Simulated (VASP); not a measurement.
These are r2SCAN meta-GGA with spin-orbit coupling, VASP's PBE PAW potentials (set 64) (plane waves; VASP) values and carry that method's errors.

The input files of a VASP run:

**KPOINTS_OPT**
```
k-points along high-symmetry lines
8
Line-mode
Reciprocal
  0.000000   0.000000   0.000000 ! GAMMA
  0.000000   0.500000   0.000000 ! X

  0.000000   0.500000   0.000000 ! X
  0.500000   0.500000   0.000000 ! M

  0.500000   0.500000   0.000000 ! M
  0.000000   0.000000   0.000000 ! GAMMA

  0.000000   0.000000   0.000000 ! GAMMA
  0.500000   0.500000   0.500000 ! R

  0.500000   0.500000   0.500000 ! R
  0.000000   0.500000   0.000000 ! X

  0.500000   0.500000   0.500000 ! R
  0.500000   0.500000   0.000000 ! M
```

**POSCAR**
```
BaHfO3
4.1710110
  0.9999999454   0.0000000000   0.0000000000
  0.0000000000   0.9999999454   0.0000000000
  0.0000000000   0.0000000000   0.9999999454
Ba Hf O
1 1 3
Cart
  0.0000000000   0.0000000000   0.0000000000
  0.4999999727   0.4999999727   0.4999999727
  0.4999999727   0.0000000000   0.4999999727
  0.0000000000   0.4999999727   0.4999999727
  0.4999999727   0.4999999727   0.0000000000
```

KPOINTS:
```
Automatic mesh
0
gamma
  5 5 5
0 0 0
```

INCAR:
```
! general
SYSTEM     = BaHfO3
PREC       = Accurate
ENCUT      = 520
LREAL      = .FALSE.
LASPH      = .TRUE.

! electronic loop
EDIFF      = 1E-6
NELM       = 100
ALGO       = Normal
LMAXMIX    = 6
LMIXTAU    = .TRUE.

! smearing
ISMEAR     = 0
SIGMA      = 0.05

! functional
METAGGA    = R2SCAN
GGA_COMPAT = .FALSE.

! spin
MAGMOM     = 15*0
LSORBIT    = .TRUE.

! output
LWAVE      = .FALSE.
LCHARG     = .FALSE.
```

POTCAR, in this order: Ba_sv Hf_pv O (PBE.64 set). Program: vasp_ncl.

Q: Estimate the energy per atom (σ→0), band gap (over mesh and band path).

A: 
```json
{
  "energy per atom (σ→0)": "-2099.3 kJ/mol-atom",
  "band gap (over mesh and band path)": "4.00 eV"
}
```

### OSZICAR
```
...
DAV:  20    -0.108787400150E+03   -0.19276E-05   -0.29356E-07   610   0.622E-03    0.166E-03
DAV:  21    -0.108787400110E+03    0.39920E-07   -0.58603E-08   586   0.240E-03
   1 F= -.10878740E+03 E0= -.10878740E+03  d E =-.159770E-10  mag=    -0.0000    -0.0000     0.0000
       N       E                     dE             ncg
       N       E                     dE             ncg
       N       E                     dE             ncg
       N       E                     dE             ncg
       N       E                     dE             ncg
```

The compound is BaHfO3 in the cubic perovskite structure. It was relaxed first.
